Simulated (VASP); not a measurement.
Crystal: LuSb.

```
Lu Sb
1.0
     0.00000    3.03933    3.03933
     3.03933    0.00000    3.03933
     3.03933    3.03933    0.00000
Lu Sb
1 1
Direct
  0.00000 0.00000 0.00000
  0.50000 0.50000 0.50000
```

The cell is a database's computed one.

* Program: VASP 6.6.1
* Task: relaxation of cell and atoms
* Functional: PBEsol
* Potentials or basis: VASP PAW PBE potentials, release 64 (Lu, Sb)
* Cutoff: 600 eV
* k mesh: 10 × 10 × 10
* Occupations: methfessel-paxton, width 0.1 eV
* Spin: no spin polarisation

At the start: pressure -2.3 GPa; volume 28.08 Å³/atom.

Q: How do energy, volume and symmetry change on relaxing?

A: Over 6 steps the energy falls by 8.1 meV/atom and the volume is 27.05 Å³/atom (-3.7 %); space group Fm-3m (No. 225, to 0.05 Å).

The path:
```tsv
step	energy change (eV)	largest force (eV/Å)	pressure (GPa)	volume (Å³)
1	0.0000	0.0000	-2.31	56.15
2	-0.0110	0.0000	1.53	52.93
3	-0.0162	0.0000	0.13	54.03
4	-0.0162	0.0000	-0.08	54.14
5	-0.0162	0.0000	-0.08	54.10
6	-0.0162	0.0000	-0.02	54.10
```

Final structure:
```xyz
2
Lattice="0.0000 3.0019 3.0019 3.0019 0.0000 3.0019 3.0019 3.0019 0.0000" Properties=species:S:1:pos:R:3 pbc="T T T"
Lu    0.0000    3.0019    3.0019
Sb    3.0019    3.0019    3.0019
```

Caveat: the PAW data sets were made with another functional, which shifts forces and pressure a little.
